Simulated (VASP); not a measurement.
KZnF$_{3}$ (cubic perovskite):

```
CELL_PARAMETERS angstrom
      4.05000     0.00000     0.00000
      0.00000     4.05000     0.00000
      0.00000     0.00000     4.05000
ATOMIC_POSITIONS crystal
  K  0.00000 0.00000 0.00000
  Zn 0.50000 0.50000 0.50000
  F  0.50000 0.00000 0.50000
  F  0.00000 0.50000 0.50000
  F  0.50000 0.50000 0.00000
```

The lowest empty band near Γ, direction [111], from PBE with spin-orbit coupling in VASP (PAW); its two spin partners are averaged. The gap over the points computed is 3.79 eV, and the next band on that side lies 4.90 eV away at the edge.

Run with 520 eV cut-off, 6×6×6 Γ-centred mesh, Gaussian smearing of 0.050 eV, potentials K_sv Zn F.

```
distance from the edge in k (1/Å)  distance in energy (meV)
---------------------------------  ------------------------
0.025                                                   5.3
0.035                                                  10.5
0.050                                                  21.3
0.070                                                  41.7
```

Task: Fit E(1 + αE) = ħ²k²/2m* (ħ²/2m0 = 3.810 eV Å²) and predict the row at 0.095 1/Å.

Result: The rows don't resolve α, so a parabola serves: the electron mass is m* = 0.447 m0, and so 76.8 meV. The run gave 76.4 meV, -0.4 meV from the fit.

Left out are points under 3 meV from the edge, since the levels carry 0.1 meV, and points farther than half the way to the next band.

The compound is KZnF3 in the cubic perovskite structure. The cell was not relaxed at this level.
